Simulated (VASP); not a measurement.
```xyz
2
Lattice="0.0000 2.9516 2.9516 2.9516 0.0000 2.9516 2.9516 2.9516 0.0000" Properties=species:S:1:pos:R:3 pbc="T T T"
Ca     0.0000     0.0000     0.0000
Se     2.9516     2.9516     2.9516
```

Calculation: PBE GGA with D4 dispersion, VASP's PBE PAW potentials (set 64) (plane waves; VASP 6.6.1). Run with 520 eV cut-off, Gaussian smearing of 0.050 eV, potentials Ca_sv Se.

### Question
Give the energies of bands 6 to 11 at the high-symmetry points, in eV from the valence-band maximum.

### Answer

| band | Γ | X | U | L | W |
|---|---|---|---|---|---|
| 6 | 0.00 | -2.54 | -2.27 | -3.31 | -2.00 |
| 7 | 0.00 | -0.94 | -2.06 | -1.21 | -2.00 |
| 8 | 0.00 | -0.94 | -1.12 | -1.21 | -1.69 |
| 9 | 3.38 | 2.01 | 3.27 | 4.53 | 4.41 |
| 10 | 3.70 | 5.05 | 5.70 | 5.50 | 4.41 |
| 11 | 3.70 | 5.08 | 5.74 | 5.52 | 5.26 |

The gap is indirect, 2.01 eV, from the valence maximum at Γ to the conduction minimum at X.

Measured: gap 3.85 eV (computed value off by -1.84 eV), as given by Abedi et al., (2022), arXiv:2211.14644.

The compound is CaSe in the rock salt structure. It was relaxed first.
